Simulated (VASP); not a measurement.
Write the native input for VASP 6.6.1 that does the following.

```
Task                   : single point
Functional             : PBEsol
Potentials or basis    : VASP PAW PBE potentials, release 64 (Ba_sv, Rb_sv)
Cutoff                 : 520 eV
k mesh                 : 6 × 6 × 6
Occupations            : gaussian, width 0.05 eV
Spin                   : no spin polarisation
Further INCAR settings : ALGO = Normal; EDIFF = 1e-06
```

The structure of Rb3Ba lies in POSCAR:

```
Rb3Ba
8.779
   -0.384036792345      0.384036792345      0.839656908532
    0.384036792345     -0.384036792345      0.839656908532
    0.384036792345      0.384036792345     -0.839656908532
Ba Rb
1 3
Direct
    0.0000000000      0.0000000000      0.0000000000
    0.5000000000      0.5000000000      0.0000000000
    0.2500000000      0.7500000000      0.5000000000
    0.7500000000      0.2500000000      0.5000000000
```

The cell comes from a database or a generator and needn't be the stable form of this composition.

One way to write it, as run:

INCAR

```
SYSTEM = Rb3Ba
ALGO     = Normal         ! electronic algorithm
EDIFF    = 1E-6           ! SCF threshold, eV
ENCUT    = 520            ! plane-wave cutoff, eV
GGA      = PS             ! functional
ISIF     = 2              ! what is computed and relaxed
ISMEAR   = 0              ! smearing method
LASPH    = .True.         ! aspherical terms in the spheres
LCHARG   = .False.        ! write CHGCAR
LREAL    = .False.        ! projectors in reciprocal space
LWAVE    = .False.        ! write WAVECAR
NELM     = 60             ! most SCF steps
PREC     = Accurate       ! precision mode
SIGMA    = 0.05           ! smearing width, eV
```

KPOINTS

```
k-points
0
Gamma
  6 6 6
  0 0 0
```

Potentials or basis: VASP PAW PBE potentials, release 64 (Ba_sv, Rb_sv).

Command:

```console
$ cat potpaw_PBE.64/Ba_sv/POTCAR potpaw_PBE.64/Rb_sv/POTCAR > POTCAR
$ mpirun -np 1 vasp_std > vasp.out
```

It gave:

The pressure is -0.2 GPa and the band gap on the k mesh is none (metal or under the smearing width).

Caveat: the PAW data sets were made with another functional, which shifts forces and pressure a little.

Wall time 6.2 min on 1 thread of Intel(R) Xeon(R) Platinum 8488C (Sapphire Rapids) (shared host), peak memory 0.78 GiB.
